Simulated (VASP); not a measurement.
An input for Ansatz (written as the equivalent of a VASP run, and not itself run):

Ansatz 0.2 input:
```yaml
crystal:
  lattice:
    - [0.0000000, 3.1997132, 3.1997132]
    - [3.1997132, 0.0000000, 3.1997132]
    - [3.1997132, 3.1997132, 0.0000000]
  atoms:
    - { symbol: Ba, position: [1.0000000, 0.0000000, 1.0000000] }
    - { symbol: S, position: [0.5000000, 0.5000000, 0.5000000] }
kpoints:
  mp_grid: { grid: [8, 8, 8] }
hamiltonian:
  xc: pbe
  dispersion: d4
  pseudopotentials: { kind: paw }
scf:
  occupations: { method: tetrahedron }
  max_iter: 100
output: { forces: true, stress: true, eigenvalues: true }
```

Write the VASP files for the same calculation (PBE-D4).

One answer among several that fit: 
### POSCAR
```
BaS
1
    0.0000000000     3.1997132037     3.1997132037
    3.1997132037    -0.0000000000     3.1997132037
    3.1997132037     3.1997132037     0.0000000000
Ba S
1 1
Direct
  1.0000000000   0.0000000000   1.0000000000
  0.5000000000   0.5000000000   0.5000000000
```

KPOINTS:
```
K-points
0
gamma
8 8 8
```

### INCAR
```
# general
SYSTEM =BaS
PREC   =Accurate
ENCUT  =520   # plane-wave cut-off (eV)
LREAL  =.FALSE.
LASPH  =.TRUE.   # aspherical one-centre terms

# electronic loop
EDIFF  =1E-7   # SCF stop (eV)
NELM   =100   # most electronic steps
ALGO   =Normal
LMAXMIX=4

# smearing
ISMEAR =-5   # tetrahedra, Bloechl

# functional
GGA    =PE   # PBE
IVDW   =13   # D4

# ions
ISIF   =2   # forces and stress, cell fixed

# output
LWAVE  =.FALSE.
LCHARG =.TRUE.
LORBIT =11   # lm-projected
NEDOS  =601   # DOS grid
```

POTCAR, in this order: Ba_sv S (PBE.64 set). Program: vasp_std.

The two are equivalent in intent, not identical: each code has its own PAW files, so the cut-off isn't converted (ENCUT is set for VASP's; basis.ecutwfc is left out, and Ansatz then takes the one that its files recommend); Ansatz stops its SCF on the density residual and VASP on the energy change (EDIFF).

The compound is BaS in the rock salt structure. It was relaxed first.
